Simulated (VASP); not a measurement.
An input for Quantum ESPRESSO's pw.x (written as the equivalent of a VASP run, and not itself run):

```
&CONTROL
  calculation = 'scf'
  pseudo_dir = './pseudo'
  outdir = './out'
  tprnfor = .true.
  tstress = .true.
/
&SYSTEM
  ibrav = 0
  nat = 2
  ntyp = 2
  ecutwfc = 84
  occupations = 'smearing'
  smearing = 'gaussian'
  degauss = 0.000735
  input_dft = 'pbe'
/
&ELECTRONS
  conv_thr = 7.3e-05
  electron_maxstep = 100
/
ATOMIC_SPECIES
  Mg 24.305 Mg.upf
  O 15.999 O.upf
CELL_PARAMETERS angstrom
     0.0000000    2.0548500    2.0548500
     2.0548500    0.0000000    2.0548500
     2.0548500    2.0548500    0.0000000
ATOMIC_POSITIONS crystal
  Mg   0.0000000  0.0000000  0.0000000
  O    0.5000000  0.5000000  0.5000000
K_POINTS automatic
  3 3 3 0 0 0
```

Task: Write the VASP files for the same calculation (PBE).

Result: One answer among several that fit: 
### INCAR
```
! general
SYSTEM  =  MgO
PREC    =  Accurate
ENCUT   =  240
LREAL   =  .FALSE.
LASPH   =  .TRUE.

! electronic loop
EDIFF   =  1E-03
NELM    =  100
ALGO    =  Normal

! smearing
ISMEAR  =  0
SIGMA   =  0.01

! functional
GGA     =  PE

! ions
ISIF    =  2

! output
LWAVE   =  .FALSE.
LCHARG  =  .FALSE.
```

**KPOINTS**
```
Automatic mesh
0
Gamma
3 3 3
0 0 0
```

File POSCAR:
```
MgO
1
    0.0000000000     2.0548500000     2.0548500000
    2.0548500000     0.0000000000     2.0548500000
    2.0548500000     2.0548500000     0.0000000000
Mg O
1 1
Direct
  0.0000000000   0.0000000000   0.0000000000
  0.5000000000   0.5000000000   0.5000000000
```

POTCAR, in this order: Mg O (PBE.64 set). Program: vasp_std.

The two are equivalent in intent, not identical: the potentials are each code's own (VASP's PAW set, PseudoDojo norm-conserving files in pw.x), so ENCUT and ecutwfc are chosen apart and not converted; conv_thr bounds pw.x's estimated SCF error, while EDIFF bounds the energy change between steps.

The structure comes from a computed database's MgO entry; how it stands against other phases isn't given here. The cell was not relaxed at this level. The k-mesh is coarse (spacing up to 0.88 per Å, 2π included), so the numbers may not be converged in it. The run is one of a series of settings (EDIFF = 1E-03, ENCUT = 240, KPOINTS 3×3×3 Γ-centred mesh against the base run), some of them coarse on purpose.
